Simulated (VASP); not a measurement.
Crystal: Ni5Au.

```
Ni Au
1.0
     2.35273    4.07504    0.00000
    -2.35273    4.07504    0.00000
     0.00000    0.00000    3.73920
Ni Au
5 1
Direct
  0.33330 0.33340 0.00000
  0.66660 0.66670 0.00000
  0.50000 0.50000 0.50000
  0.50000 0.00000 0.50000
  0.00000 0.50000 0.50000
  0.00000 0.00000 0.00000
```

The cell was built by a generator and needn't be a form met in nature.

Base run:

| Property | Result |
| --- | --- |
| Program | VASP 6.6.1 |
| Functional | PBEsol |
| Dispersion | D3(BJ) |
| Potentials or basis | VASP PAW PBE potentials, release 64 (Ni, Au) |
| Cutoff | 520 eV |
| k mesh | 5 × 5 × 5 |
| Occupations | fermi-dirac, width 0.0187 eV |
| Spin | no spin polarisation |

Its results: band gap on the k mesh none (metal or under the smearing width); pressure -2.7 GPa.

**Question.** The run is repeated on the same cell with these changes: dispersion from D3(BJ) to none. What comes out?

**Answer.** Band gap on the k mesh none (metal or under the smearing width); pressure 3.3 GPa.

Dispersion adds attraction, which lowers the pressure at fixed volume and, as a term added to the energy, leaves the levels alone.

Caveats: the PAW data sets were made with another functional, which shifts forces and pressure a little; pairwise dispersion overbinds metals, which lowers pressure and volume (some runs).
